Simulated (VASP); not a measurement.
Level of theory: PBE GGA, VASP's PBE PAW potentials (set 64) (plane waves; VASP 6.6.1).

VASP ran on this input.

File KPOINTS:
```
Automatic mesh
0
Gamma
11 12 11
0 0 0
```

POSCAR:
```
CoGa
2.9003230
  1.0000000000   0.0000000000   0.0000000000
  0.0000000000   0.9677387656   0.0000000000
  0.0000000000   0.0000000000   1.0018697917
Ga Co
1 1
Cart
  0.5000000000   0.4838693828   0.5009348959
  0.0155090000   0.0000000000   0.0000000000
```

**INCAR**
```
SYSTEM = CoGa
PREC = Normal
ENCUT = 400
EDIFF = 1E-6
NELM = 100
ALGO = Normal
LREAL = .FALSE.
LASPH = .TRUE.
ISMEAR = 1
SIGMA = 0.1
GGA = PE
LMAXMIX = 4
LWAVE = .FALSE.
LCHARG = .FALSE.
ISIF = 2
```

POTCAR, in this order: Ga_d Co (PBE.64 set). Program: vasp_std.

The resulting files:

**OUTCAR**
```
 ion  position               nearest neighbor table
   1  0.500  0.500  0.500-   2 2.46   2 2.46   2 2.46   2 2.46   2 2.51   2 2.51   2 2.51   2 2.51
  LATTYP: Found a simple orthorhombic cell.
 ALAT       =     2.8067550000
 B/A-ratio  =     1.0333367180
 C/A-ratio  =     1.0352688425
 Subroutine PRICEL returns:
 Original cell was already a primitive cell.
 Subroutine GETGRP returns: Found  4 space group operations
The static configuration has the point symmetry C_2v.
The dynamic configuration has the point symmetry C_2v.
 Subroutine INISYM returns: Found  4 space group operations
 Subroutine IBZKPT returns following result:
 Found    252 irreducible k-points:

 Following reciprocal coordinates:
            Coordinates               Weight
  0.000000  0.000000  0.000000      1.000000
  0.090909  0.000000  0.000000      2.000000
  0.181818  0.000000  0.000000      2.000000
  0.272727  0.000000  0.000000      2.000000
  0.363636  0.000000  0.000000      2.000000
  0.454545  0.000000  0.000000      2.000000
  0.000000  0.083333  0.000000      2.000000
  0.090909  0.083333  0.000000      4.000000
...
```

File OSZICAR:
```
       N       E                     dE             d eps       ncg     rms          rms(c)
DAV:   1     0.884579865586E+02    0.88458E+02   -0.92745E+03  8119   0.223E+03
DAV:   2    -0.708196934184E+01   -0.95540E+02   -0.93502E+02  7798   0.327E+02
DAV:   3    -0.113721847319E+02   -0.42902E+01   -0.42777E+01  9044   0.747E+01
DAV:   4    -0.114352248477E+02   -0.63040E-01   -0.63030E-01 10010   0.843E+00
DAV:   5    -0.114368388133E+02   -0.16140E-02   -0.16140E-02  9490   0.116E+00    0.958E+00
DAV:   6    -0.124219652085E+02   -0.98513E+00   -0.21991E+01  8427   0.627E+01    0.112E+01
DAV:   7    -0.104857271239E+02    0.19362E+01   -0.90677E+00  7749   0.463E+01    0.178E+00
DAV:   8    -0.104689450022E+02    0.16782E-01   -0.24148E-01  9020   0.540E+00    0.643E-01
DAV:   9    -0.104629174723E+02    0.60275E-02   -0.19702E-02 10268   0.223E+00    0.130E-01
DAV:  10    -0.104626669733E+02    0.25050E-03   -0.63167E-04  9914   0.354E-01    0.662E-02
DAV:  11    -0.104626557916E+02    0.11182E-04   -0.78351E-05 10705   0.155E-01    0.131E-02
DAV:  12    -0.104626548511E+02    0.94051E-06   -0.50630E-06  8510   0.388E-02
   1 F= -.10462655E+02 E0= -.10462289E+02  d E =-.109691E-02
```

File OUTCAR:
```
------------------------ aborting loop because EDIFF is reached ----------------------------------------
  FORCE on cell =-STRESS in cart. coord.  units (eV):
  Direction    XX          YY          ZZ          XY          YZ          ZX
  --------------------------------------------------------------------------------------
  Total        0.0808420      0.6174614      0.1301239      0.0000000      0.0000000      0.0000000
  in kB        5.4756964     41.8226826      8.8137149      0.0000000      0.0000000      0.0000000
  external PRESSURE =      18.7040313 kB  Pullay stress =       0.0000000 kB
  volume of cell :       23.65
      direct lattice vectors                 reciprocal lattice vectors
     2.900323000  0.000000000  0.000000000     0.344789184  0.000000000  0.000000000
     0.000000000  2.806755000  0.000000000     0.000000000  0.356283324  0.000000000
     0.000000000  0.000000000  2.905746000     0.000000000  0.000000000  0.344145703
 POSITION                                       TOTAL-FORCE (eV/Angst)
 -----------------------------------------------------------------------------------
      1.45016      1.40338      1.45287         0.293680      0.000000      0.000000
      0.04498      0.00000      0.00000        -0.293680      0.000000      0.000000
 -----------------------------------------------------------------------------------
    total drift:                                0.000192     -0.000000      0.000013
  FREE ENERGIE OF THE ION-ELECTRON SYSTEM (eV)
  ---------------------------------------------------
  free  energy   TOTEN  =       -10.4626548511 eV

  energy  without entropy=      -10.4615579429  energy(sigma->0) =      -10.46228921
```
(Selected blocks of OUTCAR.)

The compound is CoGa in the CsCl type structure. The cell was not relaxed at this level, atoms are displaced from their ideal sites. The run is one of a series of settings (PREC = Normal against the base run), some of them coarse on purpose. The run is not spin-polarised, so no magnetic state was tried.
